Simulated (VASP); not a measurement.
OSZICAR of a VASP run on CuI (space group F-43m):

**OSZICAR**
```
       N       E                     dE             d eps       ncg     rms          rms(c)
DAV:   1     0.923029491510E+02    0.92303E+02   -0.56981E+03   104   0.939E+02
DAV:   2    -0.168157452561E+01   -0.93985E+02   -0.87570E+02   104   0.229E+02
DAV:   3    -0.685548927088E+01   -0.51739E+01   -0.50964E+01   144   0.621E+01
DAV:   4    -0.702035594168E+01   -0.16487E+00   -0.16482E+00   120   0.107E+01
DAV:   5    -0.702387073522E+01   -0.35148E-02   -0.35148E-02   139   0.157E+00    0.496E+00
DAV:   6    -0.693047712423E+01    0.93394E-01   -0.40126E+00   104   0.560E+01    0.334E+00
DAV:   7    -0.676125274890E+01    0.16922E+00   -0.89890E-01   119   0.327E+01    0.155E+00
DAV:   8    -0.676041685376E+01    0.83590E-03   -0.67959E-02   153   0.500E+00    0.522E-01
DAV:   9    -0.675605636834E+01    0.43605E-02   -0.16817E-02   109   0.395E+00    0.234E-01
DAV:  10    -0.675609775133E+01   -0.41383E-04   -0.10371E-03   153   0.238E-01    0.120E-01
DAV:  11    -0.675604720875E+01    0.50543E-04   -0.85013E-04   124   0.944E-01    0.529E-02
DAV:  12    -0.675603303425E+01    0.14174E-04   -0.10203E-04   153   0.249E-01    0.295E-02
DAV:  13    -0.675603122289E+01    0.18114E-05   -0.10056E-05   166   0.531E-02    0.130E-02
DAV:  14    -0.675603096110E+01    0.26179E-06   -0.15482E-06    72   0.358E-02
   1 F= -.67560310E+01 E0= -.67560310E+01  d E =-.673308E-11
```

Problem. Which electronic solver shows in the log?

Solution. It is blocked Davidson (ALGO = Normal, or the opening steps of other solvers). The INCAR had ALGO = Normal.

Problem. Can the final energy be trusted as converged?

Solution. The run converged. It stopped with EDIFF = 1E-6, NELM = 100 (LDA (Ceperley-Alder, Perdew-Zunger), plane waves, VASP's LDA PAW potentials (set 64)).

The structure is a typed CuI crystal (F-43m). The cell was not relaxed at this level. The k-mesh is coarse (spacing up to 0.60 per Å, 2π included), so the numbers may not be converged in it. The run is one of a series of settings (KPOINTS 3×3×3 Γ-centred mesh against the base run), some of them coarse on purpose.
